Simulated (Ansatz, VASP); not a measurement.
Al3GaSb4 in VASP and in Ansatz

```
Al Ga Sb
1.0
     4.38671    0.00000    0.00000
    -2.19335    3.79900    0.00000
     0.00000    0.00000   14.44927
Al Ga Sb
3 1 4
Direct
  0.00000 0.00000 0.25019
  0.66667 0.33333 0.99988
  0.66667 0.33333 0.50025
  0.00000 0.00000 0.75057
  0.00000 0.00000 0.43733
  0.00000 0.00000 0.93731
  0.66667 0.33333 0.18714
  0.66667 0.33333 0.68753
```

Alike in both runs: task single point; functional PBE; k mesh 6 × 6 × 1; occupations gaussian, width 0.1 eV; no spin polarisation.

```csv
,VASP,Ansatz
version,VASP 6.6.1,Ansatz 0.2.0
potentials or method,"VASP PAW PBE potentials, release 64 (Al, Ga_d, Sb)","scalar-relativistic, plane waves, PAW"
plane-wave cutoff (eV),520,420
valence electrons in the cell,42,82
```

VASP gave:

| Property | Result |
| --- | --- |
| gap on the k mesh at the Fermi level (eV) | 0.38 |
| least direct gap on the mesh (eV) | 0.38 |
| pressure (GPa) | 0.1 |
| largest component of the traceless stress (GPa) | 0.15 |
| rms of the force components (eV/Å) | 0.005 |

Question: Estimate Ansatz's values.

Answer: gap on the k mesh at the Fermi level (eV): 0.39; least direct gap on the mesh (eV): 0.39; pressure (GPa): 0.0; largest component of the traceless stress (GPa): 0.14; rms of the force components (eV/Å): 0.006.

Atom by atom the forces differ by 0.003 eV/Å (rms over components). With one functional, cell and mesh, what is left measures potentials, basis and numerics. The two sets of potentials don't hold the same shells in valence.

Caveats: the k mesh is coarse (spacing up to 0.43 Å⁻¹), so the values aren't converged; spin-orbit coupling is left out, which moves the levels of the heavy elements.
